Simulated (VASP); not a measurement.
A convergence study with VASP on W (space group Im-3m): a few settings are varied, all else stays as given below, so the limit is that of these other settings.

```
W
1.0
   -1.57210     1.57210     1.57210
    1.57210    -1.57210     1.57210
    1.57210     1.57210    -1.57210
W
1
Cartesian
  0.00000   0.00000   0.00000
```

The numbers are results of PBE GGA, VASP's PBE PAW potentials (set 64) (plane waves; VASP), not measurements. The last row used: 300 eV cut-off, 15×15×15 Γ-centred mesh, Fermi-Dirac smearing of 0.10 eV, potentials W_sv.

```
setting        pressure (GPa)  irreducible k-points
-------------  --------------  --------------------
EDIFF = 1E-01           11.13                   120
EDIFF = 1E-02           11.17                   120
EDIFF = 1E-03           11.27                   120
EDIFF = 1E-04           11.27                   120
EDIFF = 1E-05           12.11                   120
EDIFF = 1E-06           12.11                   120
EDIFF = 1E-07           12.11                   120
EDIFF = 1E-08           12.11                   120
EDIFF = 1E-10           12.11                   120
```

Left out are rungs that failed or repeat a setting and relaxations that didn't move; long series are thinned to 24 rows.

The structure is a typed W crystal (space group no. 229). The cell was not relaxed at this level.
